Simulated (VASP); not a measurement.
# What goes wrong when the modes of Tellurium are computed with a bad input, part 3 of 3

Aim: see how common mistakes in a phonon run show up, on Tellurium. The starting structure is a measured crystal structure from the Crystallography Open Database.

VASP 6.6.1.

Results so far: reference E (2) 126.6 cm⁻¹; finite displacements, else as the reference E (2) 126.5 cm⁻¹; a loose electronic threshold E (2) 126.4 cm⁻¹.

The database entry behind the starting cell differs from later determinations by our own check (inner coordinate of an old entry), so it need not match the best structure at ambient conditions.

**6. Modes with one-sided displacements**

Level of this step: LDA; plane waves and PAW (Te) (VASP).

A slip made on purpose: one-sided displacements. Against step 2 the input has IBRION = 6, NFREE = 1, POTIM = 0.015 and no LEPSILON (also changed: NELM and NSW).

File INCAR:

```
SYSTEM = Te
PREC = Accurate
ENCUT = 450
EDIFF = 1E-08
NELM = 60
ISMEAR = 0
SIGMA = 0.03
LREAL = .FALSE.
ALGO = Normal
GGA = CA
NBANDS = 15
LORBIT = 11
LWAVE = .FALSE.
LCHARG = .FALSE.
KPAR = 2
IBRION = 6
NFREE = 1
POTIM = 0.015
NSW = 1
ISIF = 2
```

File POSCAR:

```
Te
1.0
    4.2763237015      0.0000000000      0.0000000000
   -2.1381618507      3.7034049603      0.0000000000
    0.0000000000      0.0000000000      5.9338143231
Te
3
Direct
    0.7126865078      0.7126865078      0.0000000000
    0.0000000000      0.2873134922      0.6666666667
    0.2873134922      0.0000000000      0.3333333333
```

File KPOINTS:

```
Automatic mesh
0
Gamma
8 8 6
0 0 0
```

PAW data sets: Te (LDA family, release 64).

Launch:

```bash
> mpirun -np 2 vasp_std
```

What it wrote:

```text
[... set-up lines as in an earlier step ...]
 entering main loop
       N       E                     dE             d eps       ncg     rms          rms(c)
[... 13 cycles as in an earlier step ...]
   1 F= -.11412105E+02 E0= -.11412105E+02  d E =-.961329E-11
 Found     2 degrees of freedom:
 Finite differences POTIM= 0.01500 DOF=   2
[...]
N       E                     dE             d eps       ncg     rms          rms(c)
[... 6 cycles as in an earlier step ...]
   2 F= -.11411829E+02 E0= -.11411829E+02  d E =-.393169E-12
 Finite differences progress:
  Degree of freedom:   1/  2
  Displacement:        1/  1
  Total:               1/  2
[...]
N       E                     dE             d eps       ncg     rms          rms(c)
DAV:   1    -0.114111641168E+02    0.66466E-03   -0.18260E-01  5887   0.228E+00    0.206E-01
DAV:   2    -0.114115472058E+02   -0.38309E-03   -0.67191E-03  7784   0.500E-01    0.113E-01
DAV:   3    -0.114115566177E+02   -0.94120E-05   -0.26019E-04  7042   0.104E-01    0.104E-01
DAV:   4    -0.114115540508E+02    0.25669E-05   -0.14585E-05  8141   0.232E-02    0.626E-02
DAV:   5    -0.114115527590E+02    0.12918E-05   -0.32522E-06  7525   0.117E-02    0.614E-03
DAV:   6    -0.114115527141E+02    0.44910E-07   -0.42025E-07  7210   0.412E-03    0.381E-03
DAV:   7    -0.114115527025E+02    0.11601E-07   -0.86741E-08  7878   0.148E-03    0.107E-03
DAV:   8    -0.114115527022E+02    0.36550E-09   -0.55769E-09  4074   0.489E-04
   3 F= -.11411553E+02 E0= -.11411553E+02  d E =-.101275E-11
 Finite differences progress:
  Degree of freedom:   2/  2
  Displacement:        1/  1
  Total:               2/  2
```

Wall time 2.8 min (2 MPI ranks of Intel Xeon Platinum 8259CL at 2.50GHz (Skylake/Cascade Lake), shared host); peak memory 0.77 GiB; 5.2 min of CPU time.

Parts of OUTCAR (step 6):

```text
  Total        0.0280604     -0.0207737      0.0018435      0.0144236      0.0579033      0.0337342
  in kB        0.4784085     -0.3541758      0.0314297      0.2459106      0.9872073      0.5751419
  external PRESSURE =       0.0518874 kB  Pullay stress =       0.0000000 kB

 POSITION                                       TOTAL-FORCE (eV/Angst)
 -----------------------------------------------------------------------------------
      1.52384      2.63937      0.01500        -0.005612      0.001088     -0.073680
     -0.61432      1.06404      3.95588        -0.000562     -0.004020      0.035848
      1.22865      0.00000      1.97794         0.006174      0.002932      0.037832
 -----------------------------------------------------------------------------------
    total drift:                                0.000001     -0.000020     -0.000063

  FREE ENERGIE OF THE ION-ELECTRON SYSTEM (eV)
  ---------------------------------------------------
  free  energy   TOTEN  =       -11.4115527022 eV

  energy  without entropy=      -11.4115527022  energy(sigma->0) =      -11.41155270

[... 2 parts as in an earlier step ...]

[... 1 further part left out ...]
[key lines of the parts left out:]
E-fermi :   6.9227
```

With one-sided displacements the modes are E (2) 126.6, A1 98.7, A2 89.4, E (1) 81.4 cm⁻¹; the largest shift is +2.2 cm⁻¹, in A1, from finite displacements, else as the reference.

**7. Modes with a cutoff far too low**

A slip made on purpose: a cutoff far too low. Against step 2 the input has ENCUT = 100 (also changed: NELM).

File INCAR:

```
SYSTEM = Te
PREC = Accurate
ENCUT = 100
EDIFF = 1E-08
NELM = 60
ISMEAR = 0
SIGMA = 0.03
LREAL = .FALSE.
ALGO = Normal
GGA = CA
NBANDS = 15
LORBIT = 11
LWAVE = .FALSE.
LCHARG = .FALSE.
KPAR = 2
IBRION = 8
LEPSILON = .TRUE.
ISIF = 2
```

POSCAR is that of step 6.

KPOINTS is that of step 6.

Launch:

```bash
> mpirun -np 2 vasp_std
```

What it wrote:

```text
[... set-up lines as in an earlier step ...]
 entering main loop
       N       E                     dE             d eps       ncg     rms          rms(c)
DAV:   1     0.191677100832E+02    0.19168E+02   -0.24422E+03  1555   0.253E+02
DAV:   2    -0.106115465016E+02   -0.29779E+02   -0.28702E+02  1997   0.791E+01
DAV:   3    -0.115140023317E+02   -0.90246E+00   -0.90137E+00  1780   0.148E+01
DAV:   4    -0.115180813468E+02   -0.40790E-02   -0.40788E-02  2011   0.107E+00
[...]
DAV:  10    -0.114731173630E+02    0.21895E-05   -0.78857E-06  1738   0.157E-02    0.118E-02
DAV:  11    -0.114731173402E+02    0.22878E-07   -0.12517E-06  1871   0.550E-03    0.927E-03
DAV:  12    -0.114731173452E+02   -0.50109E-08   -0.98698E-08  1843   0.188E-03
   1 F= -.11473117E+02 E0= -.11473117E+02  d E =-.113682E-10
 Linear response reoptimize wavefunctions to high precision
DAV:   1    -0.114731173921E+02   -0.46967E-07   -0.31957E-08  1850   0.930E-04
DAV:   2    -0.114731173924E+02   -0.23738E-09   -0.21712E-09  1282   0.226E-04
[...]
RMM:   9    -0.425276925549E-01   -0.49928E-08    0.50321E-09 10433   0.436E-05    0.540E-05
 first order change of Fermi-energy   0.16335E+00
 force on displaced ion       1 direction 1 :  -2.562  -0.116  -0.321
 Born effective charge ion    1 direction 1 :  -2.008   3.383   4.912
 Linear response progress:
  Degree of freedom:   2/  2
       N       E                     dE             d eps       ncg     rms          rms(c)
RMM:   1    -0.540133943297E-01   -0.54013E-01    0.60206E-02 13951   0.996E-01
RMM:   2    -0.523667480410E-01    0.16466E-02   -0.23358E-03  9367   0.227E-01    0.339E-01
RMM:   3    -0.520945460038E-01    0.27220E-03   -0.50389E-04  9741   0.764E-02    0.205E-01
RMM:   4    -0.520631067940E-01    0.31439E-04   -0.15185E-05  9934   0.199E-02    0.869E-02
[...]
RMM:   9    -0.520620538117E-01   -0.49969E-07    0.12572E-08 10426   0.686E-05    0.452E-05
RMM:  10    -0.520620871119E-01   -0.33300E-07   -0.15062E-08 10319   0.160E-05    0.103E-05
RMM:  11    -0.520620925377E-01   -0.54258E-08   -0.32519E-10 10418   0.836E-06    0.476E-06
 first order change of Fermi-energy  -0.14654E-04
 force on displaced ion       1 direction 3 :  -0.318   0.187  -5.137
 Born effective charge ion    1 direction 3 :   4.313  -2.501  -0.182
 Born effective charges drift removed
 Linear response finished
```

The job ended after 94 s (2 MPI ranks; peak memory 0.31 GiB).

Parts of OUTCAR (step 7):

```text
  Total       -1.0520881     -1.0520881     -0.8938453     -0.0000000     -0.0000000     -0.0000000
  in kB      -17.9372959    -17.9372959    -15.2393765     -0.0000000     -0.0000000     -0.0000000
  external PRESSURE =     -17.0379894 kB  Pullay stress =       0.0000000 kB

 POSITION                                       TOTAL-FORCE (eV/Angst)
 -----------------------------------------------------------------------------------
      1.52384      2.63937      0.00000        -0.021606     -0.037423      0.000000
     -0.61432      1.06404      3.95588        -0.021606      0.037423      0.000000
      1.22865      0.00000      1.97794         0.043212     -0.000000     -0.000000
 -----------------------------------------------------------------------------------
    total drift:                                0.000005      0.000009     -0.000001

 MACROSCOPIC STATIC DIELECTRIC TENSOR (including local field effects in DFT)
 ------------------------------------------------------
          88.263426     0.000000     0.000000
           0.000000    88.263426     0.000000
           0.000000    -0.000000   192.111229
 ------------------------------------------------------

 MACROSCOPIC STATIC DIELECTRIC TENSOR IONIC CONTRIBUTION
 ------------------------------------------------------
          39.933245     0.000000    -0.000000
           0.000000    39.933245     0.000000
          -0.000000     0.000000    46.903499
 ------------------------------------------------------

[... 1 part as in an earlier step ...]

[... 1 further part left out ...]
```

With a cutoff far too low the modes are E (2) 129.3, A1 100.6, A2 91.9, E (1) 85.0 cm⁻¹; the largest shift is +4.2 cm⁻¹, in A1, from the reference.

**8. The runs compared**

```tsv
run	ended	E (2)	A1	A2	E (1)	method	core minutes
reference	converged	126.6	96.4	89.1	81.0	perturbation theory	28.9
finite displacements, else as the reference	converged	126.5	96.5	89.1	80.9	finite displacements	11.9
a structure that was not relaxed	cut off by time	-	-	-	-	perturbation theory	31.6
a loose electronic threshold	converged	126.4	96.9	87.2	79.8	finite displacements	5.61
one-sided displacements	converged	126.6	98.7	89.4	81.4	finite displacements	5.57
a cutoff far too low	converged	129.3	100.6	91.9	85.0	perturbation theory	3.13
```

Modes are in cm⁻¹, degenerate ones as one, matched between runs by symmetry and order. A number in brackets counts the listed modes of one symmetry from the lowest. The symmetry labels come from an automatic analysis and can be wrong where levels nearly coincide. Core minutes are wall time times ranks of the run shown, on a shared host.

**9. Summary of results**

```json
{"E (2), reference": "126.6 cm⁻¹", "E (1), reference": "81.0 cm⁻¹", "E (2), finite displacements, else as the reference": "126.5 cm⁻¹", "E (1), finite displacements, else as the reference": "80.9 cm⁻¹", "E (2), a loose electronic threshold": "126.4 cm⁻¹", "E (1), a loose electronic threshold": "79.8 cm⁻¹", "E (2), one-sided displacements": "126.6 cm⁻¹", "E (1), one-sided displacements": "81.4 cm⁻¹", "E (2), a cutoff far too low": "129.3 cm⁻¹", "E (1), a cutoff far too low": "85.0 cm⁻¹", "run with a structure that was not relaxed": "cut off by time"}
```

The run with a structure that was not relaxed was cut off by time, so it gives no result to compare. Finished, but with signs in the output that stand out against the reference: a cutoff far too low, with modes off by up to +4.2 cm⁻¹, in A1 (signs: a pressure of -1.7 GPa on the undisplaced cell and forces of up to 0.04 eV/Å on the undisplaced atoms). Little came of a loose electronic threshold and one-sided displacements in this material. Runs with finite displacements are held against the sound run of that kind. The dielectric constants and Born charges in the logs aren't compared here; at a small gap they can be far off, and in a run without a gap they mean nothing. Further runs on this material are not shown.

[Lines on the potential files, build, host, timing and source positions are cut from VASP's logs without a mark.]

[Logs are printed without paths, hosts, clocks, repeated set-up lines and the standing remarks that a program may print on its own settings, such as how far it seeks lower states.]

[Hosts, paths, dates, database ids (printed as entryN), source tags and the programs' standing remarks are cut or masked in the printed files.]
